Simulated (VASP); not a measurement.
# Te: the band gap, functional by functional, part 3 of 3

How does the band gap of Te depend on the functional? The starting structure is a measured crystal structure from the Crystallography Open Database. Cell and atoms stay as given. Meshes and data sets differ where the inputs say so.

VASP 6.6.1.

Results so far: LDA 0.086 eV; PBE 0.142 eV; r2SCAN 0.305 eV; TB-mBJ 0.373 eV; LDA + spin-orbit coupling no gap; r2SCAN + spin-orbit coupling 0.122 eV; TB-mBJ + spin-orbit coupling 0.189 eV.

**9. Bands with HSE06**

Level of this step: HSE06; plane waves and PAW (Te) (VASP).

HSE06 mixes in a quarter of exact exchange at short range, at far higher cost; in semiconductors this cures much of the gap error, while metals seldom gain. This run uses a 4×4×3 mesh. Its starting orbitals come from a semilocal run on the same mesh, not shown.

Contents of INCAR:

```
SYSTEM = Te
PREC = Accurate
ENCUT = 350
EDIFF = 1E-06
NELM = 100
ISMEAR = 0
SIGMA = 0.03
LREAL = .FALSE.
ALGO = Normal
LHFCALC = .TRUE.
AEXX = 0.25
GGA = PE
HFSCREEN = 0.2
LASPH = .TRUE.
NBANDS = 15
PRECFOCK = Fast
LORBIT = 11
LWAVE = .FALSE.
LCHARG = .FALSE.
KPAR = 4
```

Contents of POSCAR:

```
Te
1.0
    4.4572000000      0.0000000000      0.0000000000
   -2.2286000000      3.8600484297      0.0000000000
    0.0000000000      0.0000000000      5.9290000000
Te
3
Direct
    0.7367000000      0.7367000000      0.0000000000
    0.0000000000      0.2633000000      0.6666666667
    0.2633000000      0.0000000000      0.3333333333
```

Contents of KPOINTS:

```
Automatic mesh
0
Gamma
4 4 3
0 0 0
```

Contents of KPOINTS_OPT:

```
Line mode
10
Line-mode
Reciprocal
  0.00000000   0.00000000   0.00000000 GAMMA
  0.50000000   0.00000000   0.00000000 M

  0.50000000   0.00000000   0.00000000 M
  0.33333333   0.33333333   0.00000000 K

  0.33333333   0.33333333   0.00000000 K
  0.00000000   0.00000000   0.00000000 GAMMA

  0.00000000   0.00000000   0.00000000 GAMMA
  0.00000000   0.00000000   0.50000000 A

  0.00000000   0.00000000   0.50000000 A
  0.50000000   0.00000000   0.50000000 L

  0.50000000   0.00000000   0.50000000 L
  0.33333333   0.33333333   0.50000000 H

  0.33333333   0.33333333   0.50000000 H
  0.00000000   0.00000000   0.50000000 A

  0.50000000   0.00000000   0.50000000 L
  0.50000000   0.00000000   0.00000000 M

  0.33333333   0.33333333   0.00000000 K
  0.33333333   0.33333333   0.50000000 H
```

Potentials, in the order of the species: Te (PBE family, release 64).

The run is started by

```
$ mpirun -np 4 vasp_std
```

Numbers of over 12 decimals in the logs are rounded to 6 here.

Output:

```text
[banner, memory and clock lines left out]
running    4 mpi-ranks, on    1 nodes
[...]
LDA part: xc-table for (Slater+PW92), standard interpolation
 found WAVECAR, reading the header
 POSCAR, INCAR and KPOINTS ok, starting setup
[...]
reading WAVECAR
 the WAVECAR file was read successfully
 initial charge from wavefunction
 entering main loop
       N       E                     dE             d eps       ncg     rms          rms(c)
DAV:   1    -0.118763986848E+02   -0.11876E+02   -0.30549E+00   270   0.111E+01    0.212E+01
DAV:   2    -0.118986761330E+02   -0.22277E-01   -0.70174E-02   340   0.188E+00    0.141E+01
DAV:   3    -0.118972265166E+02    0.14496E-02   -0.37869E-03   403   0.351E-01    0.914E+00
DAV:   4    -0.118965384926E+02    0.68802E-03   -0.59763E-04   347   0.135E-01    0.554E+00
[...]
DAV:  10    -0.118963015162E+02   -0.21112E-05   -0.81285E-07   198   0.644E-03    0.258E-01
DAV:  11    -0.118963029180E+02   -0.14018E-05   -0.30281E-07   219   0.403E-03    0.153E-01
DAV:  12    -0.118963037845E+02   -0.86648E-06   -0.14265E-07   198   0.273E-03
   1 F= -.11896304E+02 E0= -.11896304E+02  d E =-.263901E-13
 Start KPOINTS_OPT (optional k-point list driver)
k-point batch [1-9\90]
       N       E                     dE             ncg
DAV:   1     0.638211455007E+03   -0.96367E+03      270
DAV:   2     0.975344396694E+01   -0.62846E+03      347
DAV:   3    -0.685843671565E+02   -0.78338E+02      333
DAV:   4    -0.707666160246E+02   -0.21822E+01      412
DAV:   5    -0.707900277838E+02   -0.23412E-01      340
DAV:   6    -0.707903025958E+02   -0.27481E-03      405
DAV:   7    -0.707903064220E+02   -0.38262E-05      272
DAV:   8    -0.707903064970E+02   -0.74996E-07      254
[...]
k-point batch [82-90\90]
       N       E                     dE             ncg
DAV:   1     0.485680155724E+03   -0.35572E+04      270
DAV:   2    -0.736058613911E+02   -0.55929E+03      354
DAV:   3    -0.133211719125E+03   -0.59606E+02      298
DAV:   4    -0.135036086481E+03   -0.18244E+01      398
DAV:   5    -0.135057055850E+03   -0.20969E-01      319
DAV:   6    -0.135057272360E+03   -0.21651E-03      384
DAV:   7    -0.135057275211E+03   -0.28508E-05      240
DAV:   8    -0.135057275278E+03   -0.66863E-07      240
```

It took 9.4 min on 4 MPI ranks of AMD EPYC 7R43, shared host; peak memory 1.1 GiB.

OUTCAR, selected parts (step 9):

```text
 POSITION                                       TOTAL-FORCE (eV/Angst)
 -----------------------------------------------------------------------------------
      1.64181      2.84370      0.00000         0.082437      0.142785     -0.000000
     -0.58679      1.01635      3.95267         0.082437     -0.142785     -0.000000
      1.17358      0.00000      1.97633        -0.164873     -0.000000      0.000000
 -----------------------------------------------------------------------------------
    total drift:                               -0.000000     -0.000001     -0.000000

  FREE ENERGIE OF THE ION-ELECTRON SYSTEM (eV)
  ---------------------------------------------------
  free  energy   TOTEN  =       -11.8963037845 eV

  energy  without entropy=      -11.8963037845  energy(sigma->0) =      -11.89630378

[... 1 part as in an earlier step ...]

[... 2 further parts left out ...]
[key lines of the parts left out:]
E-fermi :   5.3765
```

HSE06 gives a least gap of 0.582 eV, and a least direct gap of 0.606 eV. The least gap is +0.496 eV from that of LDA, on another mesh, which alone can move a gap by some hundredths of an eV.

**10. Bands with PBE0**

PBE0 keeps a quarter of exact exchange at all ranges; it tends to overshoot small gaps. This run uses a 4×4×3 mesh. It starts from the orbitals of an earlier run, not shown.

INCAR: that of step 9 with these lines changed.

```diff
@@ -12,3 +12,2 @@
 GGA = PE
-HFSCREEN = 0.2
 LASPH = .TRUE.
@@ -16,2 +15,3 @@
 PRECFOCK = Fast
+HFRCUT = -1
 LORBIT = 11
```

POSCAR is that of step 9.

KPOINTS is that of step 9.

KPOINTS_OPT is that of step 9.

The run is started by

```
$ mpirun -np 4 vasp_std
```

Output:

```text
[banner, memory and clock lines left out]
running    4 mpi-ranks, on    1 nodes
[...]
LDA part: xc-table for (Slater+PW92), standard interpolation
 found WAVECAR, reading the header
 POSCAR, INCAR and KPOINTS ok, starting setup
[...]
HFRCUT set to (new)   10.534073
 reading WAVECAR
 the WAVECAR file was read successfully
 initial charge from wavefunction
 entering main loop
       N       E                     dE             d eps       ncg     rms          rms(c)
DAV:   1    -0.132842615355E+02   -0.13284E+02   -0.31602E+00   270   0.113E+01    0.212E+01
DAV:   2    -0.133216375951E+02   -0.37376E-01   -0.91235E-02   319   0.201E+00    0.145E+01
DAV:   3    -0.133215468747E+02    0.90720E-04   -0.62587E-03   380   0.426E-01    0.936E+00
DAV:   4    -0.133208464336E+02    0.70044E-03   -0.87160E-04   340   0.163E-01    0.571E+00
DAV:   5    -0.133206015262E+02    0.24491E-03   -0.23216E-04   355   0.877E-02    0.347E+00
DAV:   6    -0.133205359890E+02    0.65537E-04   -0.66442E-05   340   0.480E-02    0.209E+00
DAV:   7    -0.133205230011E+02    0.12988E-04   -0.21178E-05   340   0.274E-02    0.126E+00
DAV:   8    -0.133205231962E+02   -0.19508E-06   -0.70345E-06   347   0.161E-02
   1 F= -.13320523E+02 E0= -.13320523E+02  d E =-.913708E-11
 Start KPOINTS_OPT (optional k-point list driver)
k-point batch [1-9\90]
       N       E                     dE             ncg
DAV:   1     0.601828768499E+03   -0.10001E+04      270
DAV:   2    -0.466481947813E+02   -0.64848E+03      347
DAV:   3    -0.127531718316E+03   -0.80884E+02      326
DAV:   4    -0.129715300649E+03   -0.21836E+01      412
DAV:   5    -0.129739247299E+03   -0.23947E-01      333
DAV:   6    -0.129739538269E+03   -0.29097E-03      405
DAV:   7    -0.129739542265E+03   -0.39962E-05      280
DAV:   8    -0.129739542340E+03   -0.74737E-07      247
[...]
k-point batch [82-90\90]
       N       E                     dE             ncg
DAV:   1     0.440837870323E+03   -0.36021E+04      270
DAV:   2    -0.132602188954E+03   -0.57344E+03      354
DAV:   3    -0.193873568471E+03   -0.61271E+02      298
DAV:   4    -0.195721426912E+03   -0.18479E+01      398
DAV:   5    -0.195742996348E+03   -0.21569E-01      319
DAV:   6    -0.195743229663E+03   -0.23331E-03      384
DAV:   7    -0.195743232677E+03   -0.30141E-05      240
DAV:   8    -0.195743232752E+03   -0.74474E-07      226
```

The job ended after 7 min (4 MPI ranks; peak memory 0.73 GiB).

From OUTCAR (step 10):

```text
 POSITION                                       TOTAL-FORCE (eV/Angst)
 -----------------------------------------------------------------------------------
      1.64181      2.84370      0.00000         0.128138      0.221942     -0.000000
     -0.58679      1.01635      3.95267         0.128138     -0.221942     -0.000000
      1.17358      0.00000      1.97633        -0.256276     -0.000000      0.000000
 -----------------------------------------------------------------------------------
    total drift:                               -0.000000     -0.000001      0.000000

  FREE ENERGIE OF THE ION-ELECTRON SYSTEM (eV)
  ---------------------------------------------------
  free  energy   TOTEN  =       -13.3205231962 eV

  energy  without entropy=      -13.3205231962  energy(sigma->0) =      -13.32052320

[... 2 parts as in an earlier step ...]

[... 1 further part left out ...]
[key lines of the parts left out:]
E-fermi :   5.0759
```

PBE0 gives a least gap of 1.074 eV, and a least direct gap of 1.106 eV. The least gap is +0.988 eV from that of LDA, on another mesh, which alone can move a gap by some hundredths of an eV.

**11. Comparison**

| level | gap (eV) | least direct gap (eV) | mesh | core minutes |
| --- | --- | --- | --- | --- |
| LDA | 0.086 | 0.101 | 6×6×4 | 2.6 |
| PBE | 0.142 | 0.159 | 6×6×4 | 2.2 |
| r2SCAN | 0.305 | 0.329 | 6×6×4 | 7.0 |
| TB-mBJ | 0.373 | 0.399 | 6×6×4 | 3.4 |
| LDA + spin-orbit coupling | none | - | 6×6×4 | 7.93 |
| r2SCAN + spin-orbit coupling | 0.122 | 0.122 | 6×6×4 | 43.5 |
| TB-mBJ + spin-orbit coupling | 0.189 | 0.189 | 6×6×4 | 18.6 |
| HSE06 | 0.582 | 0.606 | 4×4×3 | 37.5 |
| PBE0 | 1.074 | 1.106 | 4×4×3 | 28.0 |

Core minutes are wall time times ranks of the run shown, on a shared host.

**12. What came out**

| Item | Value |
| --- | --- |
| gap, LDA | 0.086 eV |
| gap, PBE | 0.142 eV |
| gap, r2SCAN | 0.305 eV |
| gap, TB-mBJ | 0.373 eV |
| gap, LDA + spin-orbit coupling | no gap |
| gap, r2SCAN + spin-orbit coupling | 0.122 eV |
| gap, TB-mBJ + spin-orbit coupling | 0.189 eV |
| gap, HSE06 | 0.582 eV |
| gap, PBE0 | 1.074 eV |

What this shows: Without spin-orbit coupling the gap of Te runs from 0.086 eV (LDA) to 1.074 eV (PBE0). HSE06 gives +0.44 eV from PBE, on another mesh, which alone can move a gap by some hundredths of an eV. TB-mBJ lies -0.21 eV from HSE06, on another mesh, which alone can move a gap by some hundredths of an eV. Spin-orbit coupling changes the r2SCAN gap by -0.183 eV, and from a gap this small it may have inverted the bands, in which case the change is larger than the two gaps show. Spin-orbit coupling changes the TB-mBJ gap by -0.184 eV, and from a gap this small it may have inverted the bands, in which case the change is larger than the two gaps show. Where a semilocal level gives no gap or a very small one, its bands may be inverted, and differences from it then say little. These are gaps between Kohn-Sham or generalised Kohn-Sham levels of a static lattice, without excitons or temperature. Further runs on this material are not shown.

[Lines on the potential files, build, host, timing and source positions are cut from VASP's logs without a mark.]

[Logs are printed without paths, hosts, clocks, repeated set-up lines and the standing remarks that a program may print on its own settings, such as how far it seeks lower states.]

[Hosts, paths, dates, database ids (printed as entryN), source tags and the programs' standing remarks are cut or masked in the printed files.]
